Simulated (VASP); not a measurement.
Output of a VASP run:

### OSZICAR
```
...
DAV:   1    -0.427567332545E+03    0.14497E-04   -0.29215E-01   736   0.139E+00    0.933E-02
RMM:   2    -0.427567770718E+03   -0.43817E-03   -0.51485E-03   720   0.159E-01    0.413E-02
RMM:   3    -0.427567836787E+03   -0.66069E-04   -0.92978E-04   808   0.617E-02    0.313E-02
RMM:   4    -0.427567818478E+03    0.18310E-04   -0.10957E-04   720   0.247E-02    0.127E-02
RMM:   5    -0.427567819084E+03   -0.60616E-06   -0.32296E-05   497   0.131E-02
  19 F= -.42756782E+03 E0= -.42756782E+03  d E =-.454338E-02  mag=     3.0000
       N       E                     dE             d eps       ncg     rms          rms(c)
DAV:   1    -0.427568766128E+03   -0.94765E-03   -0.12131E+00   720   0.283E+00    0.188E-01
RMM:   2    -0.427570508800E+03   -0.17427E-02   -0.20835E-02   721   0.322E-01    0.820E-02
RMM:   3    -0.427570782874E+03   -0.27407E-03   -0.38387E-03   809   0.125E-01    0.621E-02
RMM:   4    -0.427570708195E+03    0.74679E-04   -0.42501E-04   725   0.491E-02    0.252E-02
RMM:   5    -0.427570708841E+03   -0.64611E-06   -0.13528E-04   734   0.266E-02    0.108E-02
RMM:   6    -0.427570710615E+03   -0.17742E-05   -0.28355E-05   475   0.114E-02
  20 F= -.42757071E+03 E0= -.42757071E+03  d E =-.289153E-02  mag=     3.0000
       N       E                     dE             d eps       ncg     rms          rms(c)
DAV:   1    -0.427570714021E+03   -0.51796E-05   -0.71209E-02   800   0.687E-01    0.461E-02
RMM:   2    -0.427570821326E+03   -0.10731E-03   -0.12610E-03   721   0.794E-02    0.205E-02
RMM:   3    -0.427570838894E+03   -0.17568E-04   -0.23928E-04   779   0.310E-02    0.157E-02
RMM:   4    -0.427570834485E+03    0.44089E-05   -0.26427E-05   479   0.123E-02
  21 F= -.42757083E+03 E0= -.42757083E+03  d E =-.301540E-02  mag=     3.0000
       N       E                     dE             d eps       ncg     rms          rms(c)
DAV:   1    -0.427571338888E+03   -0.49999E-03   -0.67731E-01   720   0.212E+00    0.151E-01
RMM:   2    -0.427572290324E+03   -0.95144E-03   -0.11744E-02   720   0.244E-01    0.657E-02
RMM:   3    -0.427572422582E+03   -0.13226E-03   -0.20946E-03   800   0.931E-02    0.490E-02
RMM:   4    -0.427572375401E+03    0.47181E-04   -0.26156E-04   725   0.376E-02    0.229E-02
RMM:   5    -0.427572375685E+03   -0.28345E-06   -0.91020E-05   726   0.210E-02
  22 F= -.42757238E+03 E0= -.42757238E+03  d E =-.154120E-02  mag=     3.0000
       N       E                     dE             d eps       ncg     rms          rms(c)
DAV:   1    -0.427572376358E+03   -0.95664E-06   -0.62096E-05   760   0.196E-02    0.677E-03
RMM:   2    -0.427572376799E+03   -0.44078E-06   -0.87020E-06   432   0.708E-03    0.374E-03
RMM:   3    -0.427572376904E+03   -0.10553E-06   -0.14197E-06   399   0.292E-03    0.251E-03
RMM:   4    -0.427572376890E+03    0.14754E-07   -0.30028E-07   241   0.164E-03
  23 F= -.42757238E+03 E0= -.42757238E+03  d E =-.154240E-02  mag=     3.0000
       N       E                     dE             d eps       ncg     rms          rms(c)
DAV:   1    -0.427572706551E+03   -0.32965E-03   -0.27886E-01   728   0.136E+00    0.960E-02
RMM:   2    -0.427573095898E+03   -0.38935E-03   -0.47093E-03   722   0.154E-01    0.422E-02
RMM:   3    -0.427573155441E+03   -0.59543E-04   -0.84648E-04   797   0.589E-02    0.309E-02
RMM:   4    -0.427573139267E+03    0.16175E-04   -0.99445E-05   725   0.235E-02    0.148E-02
RMM:   5    -0.427573139638E+03   -0.37111E-06   -0.34300E-05   496   0.132E-02
  24 F= -.42757314E+03 E0= -.42757314E+03  d E =-.762748E-03  mag=     3.0000
```

File OUTCAR:
```
------------------------ aborting loop because EDIFF is reached ----------------------------------------
  FORCE on cell =-STRESS in cart. coord.  units (eV):
  Direction    XX          YY          ZZ          XY          YZ          ZX
  --------------------------------------------------------------------------------------
  Total      -15.4944763    -21.2946588    -31.6782369     -5.2458487     -2.6973598      4.6988316
  in kB      -28.6436227    -39.3660399    -58.5614801     -9.6976566     -4.9864323      8.6864220
  external PRESSURE =     -42.1903809 kB  Pullay stress =       0.0000000 kB
  volume of cell :      866.68
      direct lattice vectors                 reciprocal lattice vectors
     4.868317893 -8.432173817  0.000000000     0.102704879 -0.059296690  0.000000000
     4.868317893  8.432173817  0.000000000     0.102704879  0.059296690  0.000000000
     0.000000000  0.000000000 10.556283981     0.000000000  0.000000000  0.094730305
  FREE ENERGIE OF THE ION-ELECTRON SYSTEM (eV)
  ---------------------------------------------------
  free  energy   TOTEN  =      -427.5731396376 eV

  energy  without entropy=     -427.5731396376  energy(sigma->0) =     -427.57313964

 total charge

# of ion       s       p       d       tot
------------------------------------------
    1        0.989   1.337   0.357   2.683
    2        0.989   1.320   0.350   2.659
    3        0.990   1.329   0.353   2.672
    4        1.039   1.231   0.294   2.564
    5        1.032   1.235   0.295   2.562
    6        0.989   1.320   0.351   2.659
    7        0.996   1.213   0.309   2.518
    8        1.039   1.230   0.293   2.562
    9        0.989   1.338   0.357   2.684
   10        0.989   1.339   0.357   2.685
   11        0.990   1.330   0.353   2.674
   12        0.993   1.323   0.343   2.659
   13        0.987   1.326   0.351   2.664
   14        0.986   1.302   0.340   2.628
   15        0.989   1.323   0.349   2.661
   16        0.984   1.218   0.310   2.513
   17        0.986   1.261   0.325   2.572
   18        0.992   1.340   0.357   2.689
   19        0.994   1.296   0.336   2.626
   20        0.986   1.261   0.325   2.572
   21        0.986   1.302   0.341   2.629
   22        0.994   1.296   0.335   2.625
   23        0.985   1.218   0.311   2.513
   24        0.989   1.337   0.357   2.684
   25        0.989   1.339   0.357   2.684
   26        0.991   1.333   0.354   2.678
   27        0.990   1.333   0.355   2.678
   28        0.989   1.338   0.357   2.684
   29        0.988   1.312   0.345   2.645
   30        0.991   1.333   0.354   2.677
   31        1.004   1.308   0.342   2.654
   32        0.990   1.333   0.355   2.678
   33        0.988   1.312   0.345   2.645
   34        0.989   1.337   0.356   2.681
   35        1.004   1.308   0.341   2.653
   36        1.246   2.424   0.000   3.670
   37        1.241   2.430   0.000   3.671
   38        1.237   2.443   0.000   3.680
   39        1.242   2.429   0.000   3.671
   40        1.241   2.431   0.000   3.672
   41        1.243   2.418   0.000   3.660
   42        1.242   2.429   0.000   3.671
   43        1.246   2.424   0.000   3.670
   44        1.236   2.446   0.000   3.682
   45        1.237   2.444   0.000   3.680
   46        1.237   2.443   0.000   3.679
   47        1.246   2.404   0.000   3.649
   48        1.241   2.426   0.000   3.667
...
```
(Selected blocks of OUTCAR.)

File POSCAR:
```
Ga35CN35
1
    4.8683178927    -8.4321738171     0.0000000000
    4.8683178927     8.4321738171     0.0000000000
    0.0000000000     0.0000000000    10.5562839806
Ga N C
35 35 1
Direct
  0.2222220000   0.1111110000   0.2500000000
  0.1111110000   0.2222220000   0.0000000000
  0.2222220000   0.1111110000   0.7500000000
  0.1143040000   0.2292750000   0.4991640000
  0.2241610000   0.4468770000   0.2463860000
  0.1111110000   0.5555560000   0.0000000000
  0.2222220000   0.4444440000   0.7500000000
  0.1165750000   0.5592320000   0.4976270000
  0.2222220000   0.7777780000   0.2500000000
  0.1111110000   0.8888890000   0.0000000000
  0.2222220000   0.7777780000   0.7500000000
  0.1111110000   0.8888890000   0.5000000000
  0.5555560000   0.1111110000   0.2500000000
  0.4444440000   0.2222220000   0.0000000000
  0.5555560000   0.1111110000   0.7500000000
  0.4444440000   0.2222220000   0.5000000000
  0.5555560000   0.4444440000   0.2500000000
  0.4444440000   0.5555560000   0.0000000000
  0.5555560000   0.4444440000   0.7500000000
  0.5555560000   0.7777780000   0.2500000000
  0.4444440000   0.8888890000   0.0000000000
  0.5555560000   0.7777780000   0.7500000000
  0.4444440000   0.8888890000   0.5000000000
  0.8888890000   0.1111110000   0.2500000000
  0.7777780000   0.2222220000   0.0000000000
  0.8888890000   0.1111110000   0.7500000000
  0.7777780000   0.2222220000   0.5000000000
  0.8888890000   0.4444440000   0.2500000000
  0.7777780000   0.5555560000   0.0000000000
  0.8888890000   0.4444440000   0.7500000000
  0.7777780000   0.5555560000   0.5000000000
  0.8888890000   0.7777780000   0.2500000000
  0.7777780000   0.8888890000   0.0000000000
  0.8888890000   0.7777780000   0.7500000000
  0.7777780000   0.8888890000   0.5000000000
  0.2230240000   0.1109330000   0.4369140000
  0.1127640000   0.2231290000   0.1907720000
  0.2222220000   0.1111110000   0.9385000000
  0.1115730000   0.2263300000   0.6907780000
  0.1104000000   0.5608080000   0.1861460000
  0.2222220000   0.4444440000   0.9385000000
  0.1071780000   0.5575270000   0.6880230000
  0.2218370000   0.7736460000   0.4382230000
  0.1111110000   0.8888890000   0.1885000000
  0.2222220000   0.7777780000   0.9385000000
  0.1111110000   0.8888890000   0.6885000000
  0.5555560000   0.1111110000   0.4385000000
  0.4444440000   0.2222220000   0.1885000000
  0.5555560000   0.1111110000   0.9385000000
  0.4444440000   0.2222220000   0.6885000000
  0.5521950000   0.4450430000   0.4363450000
  0.4401540000   0.5520230000   0.1862590000
  0.5555560000   0.4444440000   0.9385000000
  0.4470790000   0.5581550000   0.6840950000
  0.5564240000   0.7784710000   0.4365870000
  0.4444440000   0.8888890000   0.1885000000
  0.5555560000   0.7777780000   0.9385000000
  0.4444440000   0.8888890000   0.6885000000
  0.8888890000   0.1111110000   0.4385000000
  0.7777780000   0.2222220000   0.1885000000
  0.8888890000   0.1111110000   0.9385000000
  0.7777780000   0.2222220000   0.6885000000
  0.8888890000   0.4444440000   0.4385000000
  0.7777780000   0.5555560000   0.1885000000
  0.8888890000   0.4444440000   0.9385000000
  0.7777780000   0.5555560000   0.6885000000
  0.8888890000   0.7777780000   0.4385000000
  0.7777780000   0.8888890000   0.1885000000
  0.8888890000   0.7777780000   0.9385000000
  0.7777780000   0.8888890000   0.6885000000
  0.4483370000   0.5539200000   0.5005900000
```

Task: Reconstruct the remaining input files.

Result: This is not unique; one that fits is the input of the run itself, PBE GGA, plane waves, VASP's PBE PAW potentials (set 64).

### INCAR
```
EDIFFG = -0.03   # ionic stop
NELECT = 283.0
NUPDOWN = 3
LMAXMIX = 4   # l cut-off of mixed one-centre charges
ISPIN = 2   # spin-polarised
LORBIT = 10
NELMIN = 4
ISYM = 0
NSW = 70
IBRION = 2
ISMEAR = 0
EDIFF = 1E-5   # SCF stop (eV)
PREC = Normal
SYSTEM = Ga35CN35
ENCUT = 400
LWAVE = .TRUE.
ALGO = Fast
GGA = PE
SIGMA = 0.05   # width (eV)
NELM = 100   # most electronic steps
LREAL = Auto
ISIF = 2   # forces and stress, cell fixed
MAGMOM = 71*0.0423
LASPH = .TRUE.   # aspherical one-centre terms
LCHARG = .FALSE.
```

**KPOINTS**
```
Automatic mesh
0
Gamma
1 1 1
0 0 0
```

POTCAR, in this order: Ga N C (PBE.64 set). Program: vasp_gam.

At this cut-off the stress carries a Pulay error, which pulls relaxed volumes low. The cell is charged, with a uniform compensating background. The supercell is sampled at Γ alone, which is coarse: total energies, pressure and levels can be off, energies of defects by several tenths of an eV.

The cell is a supercell with a defect, built from GaN (wurtzite): C_Ga-vac_N, charge +1.
